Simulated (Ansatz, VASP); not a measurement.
# Cross-check of NbB2 between VASP and Ansatz, part 2 of 2

Wanted: the spread between two codes on one cell, functional and k mesh. The cell is taken from a series of VASP runs on this material, whose earlier steps may have relaxed, scaled or displaced it; both programs get it as it stands.

VASP 6.6.1 and Ansatz 0.2.0.

So far: Starting point; VASP: zone-centre phonons, PBEsol.

**3. Ansatz: zone-centre phonons, PBEsol**

Level of this step: Ansatz beside VASP: Kohn-Sham DFT, plane waves, PBEsol (Ansatz).

Ansatz runs on its default PAW (the set named soft_2) files.

The same cell, functional, mesh and smearing now go to Ansatz, which takes its cutoff from its data sets.

File input.yaml:

```yaml
crystal:
  lattice:
    - [3.0869409239, 0.0, 0.0]
    - [-1.5434704619, 2.6733692601, 0.0]
    - [0.0, 0.0, 3.3056034464]
  atoms:
    - { symbol: Nb, position: [0.0, 0.0, 0.0] }
    - { symbol: B, position: [0.3333333333, 0.6666666667, 0.5] }
    - { symbol: B, position: [0.6666666667, 0.3333333333, 0.5] }
hamiltonian:
  xc: pbesol
  pseudopotentials: { kind: paw }
kpoints:
  mp_grid: { grid: [14, 14, 12] }
scf:
  occupations: { method: methfessel_paxton, width: 0.2 }
phonons:
  method: dfpt
  qpoints: [[0, 0, 0]]
```

Run with:

```bash
$ ansatz run input.yaml --threads 4 --pin off --max-ram 9216MiB --backend cpu --events-out ev --progress --plain --runs-dir out
```

Numbers of over 12 decimals in the logs are rounded to 6 here.

The program printed:

```text
zone centre: on kpoints.mp_grid the ground state, and the responses unless they are solved on pairs of k-points, stand on 399 of the mesh's 2352 k-points, reduced under 4 symmetry operations, with k and −k counted as one. Each operation leaves every solved displacement unchanged or reverses it
Engine: ansatz 0.2.0, aarch64-unknown-linux-gnu
Pseudopotentials: kind: paw
Pseudopotential: Nb, paw, valence charge 13, recommended cutoff 420 eV (normal), Nb.paw.azcp
Pseudopotential: B, paw, valence charge 3, recommended cutoff 420 eV (normal), B.paw.azcp
Functional definition: PBEsol
  exchange = pbesol_x
  correlation = pbesol_c
Crystal: 3 atoms, lattice volume = 27.280 Å³
Basis set: ecut = 420 eV, 551 PW (Γ), exchange–correlation on 48×48×48 points (8 copies of the dense FFT grid, shifted against one another)
Bands: 14, of which v1, the nominal top of the filled ones, is band 10 counted from 1 (9 counted from 0)
Symmetry: 24 space group operations
k-points: 399 of 2352 (irreducible under 4 space group operations, time reversal used)
Non-local potential: Nb, projectors of the file, l = 0: 3, l = 1: 2, l = 2: 2, l = 3: 1
Non-local potential: B, projectors of the file, l = 0: 2, l = 1: 2, l = 2: 1
PAW form: soft (Blöchl's): semilocal exchange-correlation on the pseudo side does not see the compensation charge
PAW frozen core: Nb, regenerated for the run's functional, and the local potential with it (the file was generated under x = pbe(κ = 0.804, μ = 0.219515), c = pbe(β = 0.066725))
PAW frozen core: B, regenerated for the run's functional, and the local potential with it (the file was generated under x = pbe(κ = 0.804, μ = 0.219515), c = pbe(β = 0.066725))
PAW one-centre angular grid: Nb, 590 points (default); XC on 64 Gauss nodes
PAW one-centre angular grid: B, 110 points (default); XC on 64 Gauss nodes
Initial density: superposition of atomic densities (neutral atoms: chi_scale 0, normalization atom), corrected by the library's trained network
Initial wavefunctions: pseudopotential atomic-orbital guess
Functional: x = pbesol(κ = 0.804, μ = 0.123457), c = pbesol(β = 0.046)
SCF iter   1: F=—  HF=-4803.155162 eV  |F-HF|=—  |Δ(HF+E_count)|=         —  Δρ=4.75e-3  dr2=8.80e-3  ethr=1.77e-3  ⟨swp⟩=5.2  Hψ=28402  notcnv=0
preconditioner: auto → none  [metal: Δε(μ)=0.039 eV  Ē_g=9.442 eV  σ=0.200 eV  W_gap=0.16  n_scr=8 (ndim 8)  ℏωp=23.6 eV  f_vac=0.000  D(μ)=0.94/eV (n_scr^D=8)  sad-step TF]
SCF iter   2: F=—  HF=-4803.154002 eV  |F-HF|=—  |Δ(HF+E_count)|=   1.16e-3  S|Δr|=    0.00e0  Δρ=3.35e-3  dr2=5.16e-3  ethr=4.63e-5  ⟨swp⟩=1.1  Hψ=8980  notcnv=0
SCF iter   3: F=—  HF=-4803.152670 eV  |F-HF|=—  |Δ(HF+E_count)|=   1.33e-3  S|Δr|=    0.00e0  Δρ=8.46e-4  dr2=1.08e-4  ethr=2.71e-5  ⟨swp⟩=2.0  Hψ=7462  notcnv=0
SCF iter   4: F=—  HF=-4803.152630 eV  |F-HF|=—  |Δ(HF+E_count)|=   4.02e-5  S|Δr|=    0.00e0  Δρ=2.05e-4  dr2=3.72e-6  ethr=5.66e-7  ⟨swp⟩=2.0  Hψ=9227  notcnv=0
SCF iter   5: F=—  HF=-4803.152630 eV  |F-HF|=—  |Δ(HF+E_count)|=   4.80e-8  S|Δr|=    0.00e0  Δρ=3.18e-5  dr2=2.09e-7  ethr=1.96e-8  ⟨swp⟩=2.6  Hψ=8488  notcnv=0
SCF iter   6: F=—  HF=-4803.152629 eV  |F-HF|=—  |Δ(HF+E_count)|=   4.71e-7  S|Δr|=    0.00e0  Δρ=1.03e-5  dr2=1.47e-8  ethr=1.10e-9  ⟨swp⟩=2.4  Hψ=8917  notcnv=0
SCF iter   7: F=—  HF=-4803.152629 eV  |F-HF|=—  |Δ(HF+E_count)|=   6.50e-9  S|Δr|=    0.00e0  Δρ=7.47e-7  dr2=4.70e-11  ethr=7.73e-11  ⟨swp⟩=2.0  Hψ=9262  notcnv=0
SCF iter   8: F=-4803.152629 eV  HF=-4803.152629 eV  |F-HF|=0.00e0  |Δ(HF+E_count)|=  9.09e-12  S|Δr|=    0.00e0  Δρ=4.49e-8  dr2=1.62e-13  ethr=1.00e-12  ⟨swp⟩=5.8  Hψ=22239  notcnv=0
SCF 1 converged in 8 iterations: F = -4803.152629 eV  dr2 = 1.62e-13
  greatest PAW one-centre occupation: 0.998 electrons in one spin orbital (limit 2), on the Nb atom at site 0 (counted from 0), in its partial waves of l = 0
DFPT response loops at Γ: preconditioner auto → Kerker (q_TF=auto, 2.569 Å⁻¹) (partly filled bands, converged f_vac=0.000); β = 1.00, the filter's whole step (`scf.mixing.beta` (0.50) is not read by the response loops under this deck's `scf.mixing.preconditioner`; to damp them name `kerker` or `kerker_dos`, under which they read `scf.mixing.beta`, and type it under 1.00, their step now; both keys bind the ground state too); Broyden in place of MSR1
SCF converged after 8 iterations
Stability not checked: this state was not tested for a lower state beside it, because cold or Methfessel-Paxton smearing, or corrected tetrahedra, fill the levels in a way that the test cannot read (fill_not_monotonic; see scf.lower_state_search)
Free energy (F): -4803.152629 eV
Harris-Foulkes:  -4803.152629 eV  (|F-HF|=0.00e0)
Internal energy: -4803.153034 eV  (E = F + TS)
E sigma→0 (E₀):  -4803.152731 eV
Entropy (-TS):   0.000405 eV (0.135 meV/atom)
Fermi energy:    18.642208 eV
--- Per-component energies (eV) ---
  E_band       = -15.260414
  E_kinetic    = 498.710721
  E_local      = -700.666967  (includes V_loc(G=0)·N_el)
  E_nonlocal   = 142.429311
  E_hartree    = 225.577334
  E_xc         = -241.755365
  E_vxc        = -293.079670  (∫ρ·V_xc dr)
  E_paw        = -3168.512318  (= ΣΔE_a)
  E_vpaw       = -113.808483  (= ΣTr[D̂ρ^β])
  E_aug_tail   = 0.000004  (compensation charges beyond the density's cutoff)
  E_ewald      = -1559.153887
  E_core_change = 0.218131  (= ΣΔE_core)
  E_smearing   = 0.000405  (= −TS)
  E_closure    = 0.000000  (closes the sum)
  Σ components = -4803.152629   (vs F -4803.152629, Δ=0.00e0)
--- Band table (eV; the first three rows and the last of 399) ---
  k-point 0: bands = [... 6 lower, 14.2972, 14.2972, 15.4808, 19.9356, 19.9356, 21.8286, 21.8286, 22.9650]
  k-point 1: bands = [... 6 lower, 14.3758, 14.3758, 15.8959, 19.4897, 19.4897, 21.5778, 21.5778, 23.0799]
  k-point 2: bands = [... 6 lower, 14.6107, 14.6107, 16.6283, 18.6761, 18.6761, 20.9120, 20.9120, 23.0524]
  k-point 398: bands = [... 6 lower, 12.5535, 13.6492, 14.3476, 20.6701, 21.9600, 22.2666, 23.7809, 25.4515]
--- Phonons (Γ-DFPT): 4 representative perturbations + reference, on 399 of 2352 k-points (Σ response iterations 12) ---
  k mesh reduced under 4 symmetry operations, with k and −k counted as one. Each operation leaves every solved displacement unchanged or reverses it
  ASR residual: 3.089e-5 → 0.000e0 eV/Å²; symmetrization residual: 6.389e-7 eV/Å²
  ASR residual per site (eV/Å²): 3.09e-5 6.67e-6 6.67e-6
  Γ frequencies (cm⁻¹): 0.00 0.00 0.00 434.06 434.06 487.02 551.94 819.63 819.63
  non-analytic LO–TO correction: not included (Born effective charges unavailable; polar crystals: no LO–TO splitting at Γ)
--- Phonons (arbitrary-q DFPT): 1 explicit q-point ---
  q = [0, 0, 0] (of the zone-centre solve; hermiticity 7.79e-8, symmetrization 5.29e-11): -0.00 0.00 0.00 434.06 434.06 487.02 551.94 819.63 819.63
  sum rule: each row above includes the acoustic sum rule's correction from the zone centre's row sums; it moved no ω² by more than (0.41 cm⁻¹)²
```

Wall time 13 s (4 threads of Arm Neoverse V2, shared host); peak memory 0.76 GiB.

**4. Side by side**

Known differences besides the potentials themselves: Ansatz makes its cores anew for this functional, VASP keeps those of its PBE data sets. Total energies have different zeros and are not compared.

Compared:

```
                  quantity  Ansatz   VASP  difference
optical mode 1 to 2 (cm⁻¹)   434.1  434.9     -0.20 %
     optical mode 3 (cm⁻¹)   487.0  488.0     -0.20 %
     optical mode 4 (cm⁻¹)   551.9  552.1     -0.03 %
optical mode 5 to 6 (cm⁻¹)   819.6  823.3     -0.45 %
```

Modes are paired by rising frequency and degeneracy, not by their patterns, so a pair may still set unlike modes beside each other.

**5. Results**

```json
{
  "r.m.s. difference of the optical zone-centre modes, each program's sorted by frequency (zone-centre phonons, PBEsol)": "2.2 cm⁻¹"
}
```

What this shows: The r.m.s. difference of the optical zone-centre modes, each program's sorted by frequency is 2.2 cm⁻¹ (zone-centre phonons, PBEsol). 1 further run of this series is not shown here. Such differences can come from data sets, numerical settings and the points named under the comparisons, not from the functional's error against experiment.

[Lines on the potential files, build, host, timing and source positions are cut from VASP's logs without a mark.]

[Logs are printed without paths, hosts, clocks, repeated set-up lines and the standing remarks that a program may print on its own settings, such as how far it seeks lower states.]

[Hosts, paths, dates, database ids (printed as entryN), source tags and the programs' standing remarks are cut or masked in the printed files.]
